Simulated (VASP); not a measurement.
# BSbP2: structure and properties in VASP, part 5 of 5

Aim: relax BSbP2, then compute properties on the relaxed cell. The cell is invented: it takes the structure of COD entry 9008835, BP (space group 216 there), with some of its atoms replaced by other elements, volume scaled by an estimate. It may not be a known or stable phase. The atoms of the start are displaced at random from the sites of a P-4m2 cell.

VASP 6.6.1; vdW-DF2; plane waves and PAW (Sb, P, B); invented cell.

Still holding for the runs below: The k-mesh is coarse for a metal.

So far. Step 16 (Volume scan with vdW-DF2 (run 8)): The pressure here is 5.18 GPa. Step 16 (Volume scan with vdW-DF2 (run 8)): The run ends at a pressure of 5.18 GPa, with forces up to 0.54 eV/Å.

## Step 17: Volume scan with vdW-DF2 (run 9)

INCAR

```
SYSTEM = BSbP2
PREC = Accurate
ENCUT = 420
EDIFF = 1E-06
NELM = 100
ISMEAR = 0
SIGMA = 0.05
LREAL = .FALSE.
ALGO = Normal
GGA = ML
AGGAC = 0
LUSE_VDW = .TRUE.
ZAB_VDW = -1.8867
LASPH = .TRUE.
NBANDS = 15
LORBIT = 11
LWAVE = .FALSE.
LCHARG = .FALSE.
KPAR = 2
ISIF = 2
```

POSCAR

```
BSbP2
1.0
    3.1738866787     -0.0008025591      0.0023268536
    0.0004351480      3.4672704239      0.5062459719
    0.0163718804      0.6846323886      7.3606997030
Sb P B
1 2 1
Direct
    0.9975070322      0.1552607656      0.0651020742
    0.9946976869      0.5262701779      0.3246090034
    0.4929352391      0.8727276132      0.6335608377
    0.4936240417      0.4499054433      0.4783000846
```

KPOINTS

```
Automatic mesh
0
Gamma
7 7 3
0 0 0
```

Potentials, in the order of the species: Sb, P and B (PBE family, release 64).

The run is started by

```console
$ mpirun -np 2 vasp_std
```

What it wrote:

```text
[... set-up lines as in an earlier step ...]
 entering main loop
       N       E                     dE             d eps       ncg     rms          rms(c)
[... 14 cycles as in an earlier step ...]
   1 F= -.13923548E+02 E0= -.13922695E+02  d E =-.170576E-02
```

Elapsed: 29 s, on 2 MPI ranks of Intel Xeon 6975P-C (Granite Rapids), shared host; peak memory 0.8 GiB.

Parts of OUTCAR (step 17):

```text
[... 6 parts as in an earlier step ...]

[... 1 further part left out ...]
[key lines of the parts left out:]
E-fermi :   5.5504
```

The pressure falls from 5.18 to 3.27 GPa.

The run ends at a pressure of 3.27 GPa, with forces up to 0.34 eV/Å.

## Step 18: Volume scan with vdW-DF2 (run 10)

INCAR is that of step 17.

POSCAR

```
BSbP2
1.0
    3.1957762440     -0.0008080941      0.0023429014
    0.0004381491      3.4911833894      0.5097374338
    0.0164847935      0.6893541405      7.4114647534
Sb P B
1 2 1
Direct
    0.9975070322      0.1552607656      0.0651020742
    0.9946976869      0.5262701779      0.3246090034
    0.4929352391      0.8727276132      0.6335608377
    0.4936240417      0.4499054433      0.4783000846
```

KPOINTS is that of step 17.

The run is started by

```console
$ mpirun -np 2 vasp_std
```

What it wrote:

```text
[... set-up lines as in an earlier step ...]
 entering main loop
       N       E                     dE             d eps       ncg     rms          rms(c)
[... 14 cycles as in an earlier step ...]
   1 F= -.13948577E+02 E0= -.13947680E+02  d E =-.179409E-02
```

The job ended after 29 s (2 MPI ranks; peak memory 0.8 GiB).

Parts of OUTCAR (step 18):

```text
[... 6 parts as in an earlier step ...]

[... 1 further part left out ...]
[key lines of the parts left out:]
E-fermi :   5.3214
```

The pressure falls from 3.27 to 1.55 GPa.

The run ends at a pressure of 1.55 GPa, with forces up to 0.17 eV/Å.

## Step 19: Volume scan with vdW-DF2 (run 11)

INCAR is that of step 18.

POSCAR

```
BSbP2
1.0
    3.2173699818     -0.0008135544      0.0023587323
    0.0004411097      3.5147731819      0.5131817101
    0.0165961806      0.6940120800      7.4615437371
Sb P B
1 2 1
Direct
    0.9975070322      0.1552607656      0.0651020742
    0.9946976869      0.5262701779      0.3246090034
    0.4929352391      0.8727276132      0.6335608377
    0.4936240417      0.4499054433      0.4783000846
```

KPOINTS is that of step 18.

The run is started by

```console
$ mpirun -np 2 vasp_std
```

What it wrote:

```text
[... set-up lines as in an earlier step ...]
 entering main loop
       N       E                     dE             d eps       ncg     rms          rms(c)
[... 14 cycles as in an earlier step ...]
   1 F= -.13956637E+02 E0= -.13955709E+02  d E =-.185639E-02
```

Run time: 30 s. Hardware: 2 MPI ranks; peak memory 0.81 GiB.

OUTCAR, selected parts (step 19):

```text
[... 6 parts as in an earlier step ...]

[... 1 further part left out ...]
[key lines of the parts left out:]
E-fermi :   5.1024
```

The pressure falls from 1.55 to 0.00 GPa.

The run ends at a pressure of 0.00 GPa, with forces up to 0.0072 eV/Å.

## Step 20: Volume scan with vdW-DF2 (run 12)

INCAR is that of step 19.

POSCAR

```
BSbP2
1.0
    3.2386776887     -0.0008189423      0.0023743535
    0.0004440310      3.5380505039      0.5165803635
    0.0167060923      0.6986083204      7.5109593741
Sb P B
1 2 1
Direct
    0.9975070322      0.1552607656      0.0651020742
    0.9946976869      0.5262701779      0.3246090034
    0.4929352391      0.8727276132      0.6335608377
    0.4936240417      0.4499054433      0.4783000846
```

KPOINTS is that of step 19.

The run is started by

```console
$ mpirun -np 2 vasp_std
```

What it wrote:

```text
[... set-up lines as in an earlier step ...]
 entering main loop
       N       E                     dE             d eps       ncg     rms          rms(c)
[... 14 cycles as in an earlier step ...]
   1 F= -.13949426E+02 E0= -.13948483E+02  d E =-.188662E-02
```

The job ended after 30 s (2 MPI ranks; peak memory 0.8 GiB).

OUTCAR, selected parts (step 20):

```text
[... 6 parts as in an earlier step ...]

[... 1 further part left out ...]
[key lines of the parts left out:]
E-fermi :   4.8926
```

The pressure falls from 0.00 to -1.39 GPa.

The run ends at a pressure of -1.39 GPa, with forces up to 0.15 eV/Å.

## Step 21: Volume scan with vdW-DF2 (run 13)

INCAR is that of step 20.

POSCAR

```
BSbP2
1.0
    3.2597086526     -0.0008242603      0.0023897718
    0.0004469144      3.5610255015      0.5199348755
    0.0168145764      0.7031448652      7.5597332043
Sb P B
1 2 1
Direct
    0.9975070322      0.1552607656      0.0651020742
    0.9946976869      0.5262701779      0.3246090034
    0.4929352391      0.8727276132      0.6335608377
    0.4936240417      0.4499054433      0.4783000846
```

KPOINTS is that of step 20.

The run is started by

```console
$ mpirun -np 2 vasp_std
```

What it wrote:

```text
[... set-up lines as in an earlier step ...]
 entering main loop
       N       E                     dE             d eps       ncg     rms          rms(c)
[... 14 cycles as in an earlier step ...]
   1 F= -.13928462E+02 E0= -.13927518E+02  d E =-.188858E-02
```

Run time: 32 s. Hardware: 2 MPI ranks; peak memory 0.83 GiB; 62 s of CPU time.

OUTCAR, selected parts (step 21):

```text
[... 6 parts as in an earlier step ...]

[... 1 further part left out ...]
[key lines of the parts left out:]
E-fermi :   4.6911
```

The pressure falls from -1.39 to -2.65 GPa.

The run ends at a pressure of -2.65 GPa, with forces up to 0.29 eV/Å.

## Step 22: Volume scan with vdW-DF2 (run 14)

INCAR is that of step 21.

POSCAR

```
BSbP2
1.0
    3.2804716879     -0.0008295105      0.0024049937
    0.0004497611      3.5837078042      0.5232466519
    0.0169216785      0.7076236157      7.6078856694
Sb P B
1 2 1
Direct
    0.9975070322      0.1552607656      0.0651020742
    0.9946976869      0.5262701779      0.3246090034
    0.4929352391      0.8727276132      0.6335608377
    0.4936240417      0.4499054433      0.4783000846
```

KPOINTS is that of step 21.

The run is started by

```console
$ mpirun -np 2 vasp_std
```

What it wrote:

```text
[... set-up lines as in an earlier step ...]
 entering main loop
       N       E                     dE             d eps       ncg     rms          rms(c)
[... 14 cycles as in an earlier step ...]
   1 F= -.13895121E+02 E0= -.13894187E+02  d E =-.186992E-02
```

It took 32 s on 2 MPI ranks; peak memory 0.83 GiB.

OUTCAR, selected parts (step 22):

```text
[... 6 parts as in an earlier step ...]

[... 1 further part left out ...]
[key lines of the parts left out:]
E-fermi :   4.4974
```

The pressure falls from -2.65 to -3.78 GPa.

The run ends at a pressure of -3.78 GPa, with forces up to 0.42 eV/Å.

## Step 23: Comparing the runs

Times are for 2 MPI ranks of Intel Xeon 6975P-C (Granite Rapids), shared host. Results by setting:

| no. | volume scale | energy above the lowest point (meV/atom) | pressure (GPa) | time | memory (GiB) |
| --- | --- | --- | --- | --- | --- |
| 1 | 0.94 | 19.21 | 5.181 | 29 s | 0.79 |
| 2 | 0.94 | 19.21 | 5.181 | 30 s | 0.8 |
| 3 | 0.96 | 8.25 | 3.270 | 29 s | 0.8 |
| 4 | 0.96 | 8.25 | 3.270 | 29 s | 0.8 |
| 5 | 0.98 | 2.01 | 1.549 | 29 s | 0.8 |
| 6 | 0.98 | 2.01 | 1.549 | 29 s | 0.8 |
| 7 | 1 | 0 | 5.32e-4 | 29 s | 0.8 |
| 8 | 1 | 0 | 5.32e-4 | 30 s | 0.81 |
| 9 | 1.02 | 1.81 | -1.394 | 30 s | 0.79 |
| 10 | 1.02 | 1.81 | -1.394 | 30 s | 0.8 |
| 11 | 1.04 | 7.05 | -2.649 | 32 s | 0.83 |
| 12 | 1.04 | 7.05 | -2.649 | 32 s | 0.83 |
| 13 | 1.06 | 15.38 | -3.780 | 32 s | 0.83 |
| 14 | 1.06 | 15.38 | -3.780 | 32 s | 0.83 |

## Step 24: Fit for vdW-DF2 (run 2)

This step: Birch-Murnaghan fit, vdW-DF2; plane waves and PAW; invented cell (VASP 6.6.1).

Derived from the runs above.

The energy above the fitted minimum by volume:

| volume (Å³/atom) | energy above the fitted minimum (eV/atom) |
| --- | --- |
| 19.559 | 0.0192 |
| 19.976 | 0.00825 |
| 20.392 | 0.00201 |
| 20.808 | -4.2e-8 |
| 21.224 | 0.00181 |
| 21.640 | 0.00705 |
| 22.056 | 0.0154 |

The fitted volume lies +0.02 % from the relaxed one. The atoms bear forces along the scan, since they were held; freeing them would lower the modulus.

## Step 25: Relaxing the atoms (vdW-DF2), changed input

This step: vdW-DF2; plane waves and PAW (Sb, P, B); invented cell (VASP 6.6.1).

This run is made with a changed input; what comes of it follows.

Edit INCAR of step 22 so:

```diff
@@ -2,5 +2,5 @@
 PREC = Accurate
-ENCUT = 420
+ENCUT = 35
 EDIFF = 1E-06
-NELM = 100
+NELM = 54
 ISMEAR = 0
@@ -19,2 +19,5 @@
 KPAR = 2
+IBRION = 2
+NSW = 30
 ISIF = 2
+EDIFFG = -0.01
```

POSCAR

```
BSbP2
1.0
    3.2173699818     -0.0008135544      0.0023587323
    0.0004411097      3.5147731819      0.5131817101
    0.0165961806      0.6940120800      7.4615437371
Sb P B
1 2 1
Direct
    0.9975070322      0.1552607656      0.0651020742
    0.9946976869      0.5262701779      0.3246090034
    0.4929352391      0.8727276132      0.6335608377
    0.4936240417      0.4499054433      0.4783000846
```

KPOINTS is that of step 22.

The run is started by

```console
$ mpirun -np 2 vasp_std
```

What it wrote:

```text
[... set-up lines as in an earlier step ...]
 entering main loop
       N       E                     dE             d eps       ncg     rms          rms(c)
DAV:   1    -0.172535232597E+02   -0.17254E+02   -0.10704E+03  2822   0.114E+02
DAV:   2    -0.241204238981E+02   -0.68669E+01   -0.67073E+01  2710   0.324E+01
DAV:   3    -0.241530644081E+02   -0.32641E-01   -0.32639E-01  2374   0.203E+00
DAV:   4    -0.241530726132E+02   -0.82051E-05   -0.82050E-05  2584   0.316E-02
 -----------------------------------------------------------------------------
|                                                                             |
|     EEEEEEE  RRRRRR   RRRRRR   OOOOOOO  RRRRRR      ###     ###     ###     |
|     E        R     R  R     R  O     O  R     R     ###     ###     ###     |
|     E        R     R  R     R  O     O  R     R     ###     ###     ###     |
|     EEEEE    RRRRRR   RRRRRR   O     O  RRRRRR       #       #       #      |
|     E        R   R    R   R    O     O  R   R                               |
|     E        R    R   R    R   O     O  R    R      ###     ###     ###     |
|     EEEEEEE  R     R  R     R  OOOOOOO  R     R     ###     ###     ###     |
|                                                                             |
|     EDDAV: Call to ZHEGV failed. Returncode = 1 2 14                        |
|                                                                             |
|       ---->  I REFUSE TO CONTINUE WITH THIS SICK JOB ... BYE!!! <----       |
|                                                                             |
 -----------------------------------------------------------------------------

1
1
```

Wall time 3.2 s (2 MPI ranks).

The run ended with an error.

VASP's message: “EDDAV: Call to ZHEGV failed. Returncode = 1 2 14”. No number of this run is used.

The fault in the input: cutoff typed in rydberg (ENCUT = 35). ENCUT is in eV: 1 Ry is 13.6 eV.

## Step 26: Results

| Quantity | Value |
| --- | --- |
| relaxed volume | 20.81 Å³/atom |
| relaxed conventional cell a, b, c | 14.566, 3.552, 3.217 Å; angles 90.0, 90.2, 90.0° |
| space group after relaxing, within 0.02 Å (lengths above averaged to it) | Cm (No. 8) |
| band gap | none, a metal |
| DOS at the Fermi level | 0.899 states/eV/cell |
| bulk modulus from the fit | 73.3 GPa |
| volume from the fit | 20.8 Å³/atom |

What this shows: With vdW-DF2, BSbP2 relaxes to 20.81 Å³/atom in space group Cm, comes out as a metal and has a bulk modulus of 73.3 GPa at fixed shape and positions, an upper bound. Bands along the symmetry lines (vdW-DF2): Of the bands kept, 3 cross the Fermi level on this path. Spin-orbit coupling is left out, and with elements this heavy it would split and shift bands near the Fermi level. The k-sampling is coarse for a metal, so the Fermi level, pressures and the shape of the cell carry errors. No search among competing phases was made. All values are for a static lattice at zero temperature.

[Lines on the potential files, build, host, timing and source positions are cut from VASP's logs without a mark.]

[Logs are printed without paths, hosts, clocks, repeated set-up lines and the standing remarks that a program may print on its own settings, such as how far it seeks lower states.]

[Hosts, paths, dates, database ids (printed as entryN), source tags and the programs' standing remarks are cut or masked in the printed files.]

[A measured line is paired with the nearest computed mode of its activity, which favours agreement.]
